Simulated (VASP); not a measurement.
These are AM05 GGA, VASP's PBE PAW potentials (set 64) (plane waves; VASP 6.6.1) values and carry that method's errors.

VASP input:

INCAR:
```
! general
SYSTEM  = PtS2
PREC    = Accurate
ENCUT   = 520   ! plane-wave cut-off (eV)
LREAL   = .FALSE.   ! projection in real space or not
LASPH   = .TRUE.

! electronic loop
EDIFF   = 1E-7
NELM    = 100
ALGO    = Normal
LMAXMIX = 6   ! l cut-off of mixed one-centre charges

! smearing
ISMEAR  = 0   ! Gaussian
SIGMA   = 0.05

! functional
GGA     = AM

! ions
IBRION  = 2   ! conjugate gradients
NSW     = 30   ! most ionic steps
ISIF    = 4   ! ions and shape, fixed volume
EDIFFG  = -0.01

! output
LWAVE   = .FALSE.
LCHARG  = .FALSE.
```

File POSCAR:
```
PtS2
1
    1.7320165392    -2.9999407143     0.0000000000
    1.7320165392     2.9999407143     0.0000000000
    0.0000000000     0.0000000000     6.4627476366
Pt S
1 2
Direct
  0.0000000000   0.0000000000   0.0000000000
  0.3333330000   0.6666670000   0.1831235782
  0.6666670000   0.3333330000   0.8168764218
```

**KPOINTS**
```
Automatic mesh
0
Gamma
7 7 4
0 0 0
```

POTCAR, in this order: Pt S (PBE.64 set). Program: vasp_std.

Question: What will the output report for the number of irreducible k-points (NKPTS), largest plane-wave count, number of space-group operations, FFT grid (NGX, NGY, NGZ)?

Answer: 
```json
{
  "number of irreducible k-points (NKPTS)": "28",
  "largest_plane_wave_count": "1824",
  "number_of_space_group_operations": "12",
  "FFT grid (NGX, NGY, NGZ)": "28 × 28 × 48"
}
```

The compound is PtS2 in the 1T layered structure. This cell is one point of a volume scan, at 0.94 of the reference volume. Symmetry was kept, so distortions that lower it aren't found.
